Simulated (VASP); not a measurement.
All values below come from PBE GGA, VASP's PBE PAW potentials (set 64) (plane waves; VASP).

A VASP calculation is set up with these files.

File KPOINTS:
```
Automatic
0
gamma
  11 12 11
0 0 0
```

### POSCAR
```
FeAl
1.0
  2.9102120000   0.0000000000   0.0000000000
  0.0000000000   2.8524460000   0.0000000000
  0.0000000000   0.0000000000   2.8970010000
Al Fe
1 1
Direct
  0.5000000000   0.5000000000   0.5000000000
  0.0093600000   0.0000000000   0.0000000000
```

### INCAR
```
# general
SYSTEM  = FeAl
PREC    = Accurate
ENCUT   = 400   # plane-wave cut-off (eV)
LREAL   = .FALSE.   # projection in real space or not
LASPH   = .TRUE.   # aspherical one-centre terms

# electronic loop
EDIFF   = 1E-6   # SCF stop (eV)
NELM    = 100
ALGO    = Normal   # blocked Davidson
LMAXMIX = 4   # l cut-off of mixed one-centre charges

# smearing
ISMEAR  = 1   # Methfessel-Paxton
SIGMA   = 0.2

# functional
GGA     = PE

# ions
ISIF    = 2   # forces and stress, cell fixed

# output
LWAVE   = .FALSE.
LCHARG  = .FALSE.
```

POTCAR, in this order: Al Fe (PBE.64 set). Program: vasp_std.

Estimate the energy per atom (σ→0), pressure, largest force, band gap (on the k-mesh).

| Property | Result |
|---|---|
| energy per atom (σ→0) | -6.301 eV/atom |
| band gap (on the k-mesh) | none (metal, semimetal or under 0.01 eV) |
| pressure | -3.38 GPa |
| largest force | 0.210 eV/Å |

### OSZICAR
```
...
DAV:   6    -0.167347963990E+02   -0.21606E+01   -0.76795E+01  5146   0.136E+02    0.187E+01
DAV:   7    -0.126445222048E+02    0.40903E+01   -0.38471E+01  5029   0.844E+01    0.251E+00
DAV:   8    -0.126171008318E+02    0.27421E-01   -0.22092E-01  4951   0.567E+00    0.146E+00
DAV:   9    -0.126033912271E+02    0.13710E-01   -0.46896E-02  5381   0.334E+00    0.367E-01
DAV:  10    -0.126029886258E+02    0.40260E-03   -0.91966E-04  5630   0.386E-01    0.156E-01
DAV:  11    -0.126029742430E+02    0.14383E-04   -0.21742E-05  5008   0.461E-02    0.126E-02
DAV:  12    -0.126029737655E+02    0.47746E-06   -0.27971E-06  4522   0.192E-02
   1 F= -.12602974E+02 E0= -.12602856E+02  d E =-.352346E-03
```

The compound is FeAl in the CsCl type structure. The cell was not relaxed at this level, atoms are displaced from their ideal sites. The run is one of a series of settings (SIGMA = 0.2 against the base run), some of them coarse on purpose. The run is not spin-polarised, so no magnetic state was tried. The electron count is odd and the run is not spin-polarised, which forces a metal.
